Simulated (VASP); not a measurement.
OSZICAR of a VASP run on AlN (relaxed from the zinc blende structure, space group F-43m):

OSZICAR:
```
       N       E                     dE             d eps       ncg     rms          rms(c)
DAV:   1     0.152792037908E+02    0.15279E+02   -0.45877E+03   912   0.988E+02
DAV:   2    -0.172598824146E+02   -0.32539E+02   -0.31302E+02  1192   0.176E+02
DAV:   3    -0.179104176827E+02   -0.65054E+00   -0.65054E+00  1104   0.307E+01
DAV:   4    -0.179124908380E+02   -0.20732E-02   -0.20732E-02  1312   0.166E+00
DAV:   5    -0.179124959353E+02   -0.50974E-05   -0.50974E-05  1120   0.598E-02    0.871E+00
DAV:   6    -0.155692401370E+02    0.23433E+01   -0.12226E+01  1064   0.244E+01    0.305E+00
DAV:   7    -0.155315080567E+02    0.37732E-01   -0.13702E-01  1016   0.346E+00    0.204E+00
DAV:   8    -0.155140659579E+02    0.17442E-01   -0.17832E-02  1024   0.188E+00    0.386E-01
DAV:   9    -0.155138630524E+02    0.20291E-03   -0.63590E-04  1280   0.216E-01    0.209E-01
DAV:  10    -0.155139042141E+02   -0.41162E-04   -0.10943E-04  1032   0.926E-02    0.543E-02
DAV:  11    -0.155139025815E+02    0.16326E-05   -0.40820E-06  1064   0.188E-02    0.853E-03
DAV:  12    -0.155139027793E+02   -0.19781E-06   -0.16263E-07   560   0.495E-03
   1 F= -.11904217E+02 E0= -.11904217E+02  d E =-.119042E+02
       N       E                     dE             d eps       ncg     rms          rms(c)
DAV:   1    -0.153393193368E+02    0.17458E+00   -0.45289E+00   904   0.208E+01    0.285E+00
DAV:   2    -0.151741357715E+02    0.16518E+00   -0.80306E-01   976   0.693E+00    0.802E-01
DAV:   3    -0.151708967138E+02    0.32391E-02   -0.22611E-02  1208   0.152E+00    0.228E-01
DAV:   4    -0.151699594962E+02    0.93722E-03   -0.50657E-04   936   0.244E-01    0.121E-01
DAV:   5    -0.151697567085E+02    0.20279E-03   -0.16534E-04  1040   0.134E-01    0.580E-02
DAV:   6    -0.151697567584E+02   -0.49854E-07   -0.18215E-06  1152   0.147E-02
   2 F= -.11868707E+02 E0= -.11868707E+02  d E =0.355105E-01
       N       E                     dE             d eps       ncg     rms          rms(c)
DAV:   1    -0.154800789762E+02   -0.31032E+00   -0.16918E+00   904   0.122E+01    0.175E+00
DAV:   2    -0.154162403460E+02    0.63839E-01   -0.33513E-01   944   0.441E+00    0.448E-01
DAV:   3    -0.154152498214E+02    0.99052E-03   -0.66916E-03  1184   0.847E-01    0.132E-01
DAV:   4    -0.154148543017E+02    0.39552E-03   -0.19984E-04   976   0.150E-01    0.583E-02
DAV:   5    -0.154147847957E+02    0.69506E-04   -0.53441E-05  1032   0.722E-02    0.345E-02
DAV:   6    -0.154147843453E+02    0.45039E-06   -0.71620E-07   816   0.874E-03
   3 F= -.11925313E+02 E0= -.11925313E+02  d E =-.210951E-01
```

Problem. Which electronic solver shows in the log?

Solution. It is blocked Davidson (ALGO = Normal, or the opening steps of other solvers). The INCAR had ALGO = Normal.

Problem. Can the final energy be trusted as converged?

Solution. Self-consistency was reached. It stopped with EDIFF = 1E-6, NELM = 100, NSW = 40 and EDIFFG = -0.02 after 3 ionic steps (PBEsol GGA, plane waves, VASP's PBE PAW potentials (set 64)). Energy and stress use the plane-wave basis of the starting cell.

The structure was generated: AlN was put into the zinc blende type (F-43m), which need not be its known phase. This run relaxes it under an external pressure of 30 GPa. Symmetry was kept, so distortions that lower it aren't found.
